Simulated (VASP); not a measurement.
The system is MgB2.

```
CELL_PARAMETERS angstrom
3.08500 0.00000 0.00000
-1.54250 2.67169 0.00000
0.00000 0.00000 3.52300
ATOMIC_POSITIONS crystal
Mg 0.00000 0.00000 0.00000
B 0.33333 0.66667 0.50000
B 0.66667 0.33333 0.50000
```

```yaml
Program: VASP 6.6.1
Task: relaxation of cell and atoms
Functional: LDA
Potentials_or_basis: VASP PAW LDA potentials, release 64 (Mg, B)
Cutoff: 600 eV
k_mesh: 15 × 15 × 10
Occupations: methfessel-paxton, width 0.1 eV
Spin: no spin polarisation
```

At the start: pressure -8.3 GPa; volume 9.68 Å³/atom.

Question: How do energy, volume and symmetry change on relaxing?

Answer: Over 5 steps the energy falls by 13.9 meV/atom and the volume is 9.16 Å³/atom (-5.3 %); space group P6/mmm (No. 191, to 0.05 Å).

Step by step:
| step | energy change (eV) | largest force (eV/Å) | pressure (GPa) | volume (Å³) |
| --- | --- | --- | --- | --- |
| 1 | 0.0000 | 0.0000 | -8.29 | 29.04 |
| 2 | -0.0330 | 0.0000 | 3.70 | 26.98 |
| 3 | -0.0407 | 0.0000 | -0.22 | 27.58 |
| 4 | -0.0417 | 0.0000 | -0.03 | 27.50 |
| 5 | -0.0418 | 0.0000 | 0.01 | 27.48 |

Final structure:
```xyz
3
Lattice="3.0294 0.0000 0.0000 -1.5147 2.6235 0.0000 0.0000 0.0000 3.4581" Properties=species:S:1:pos:R:3 pbc="T T T"
Mg    0.0000    0.0000    0.0000
B     0.0000    1.7490    1.7291
B     1.5147    0.8745    1.7291
```
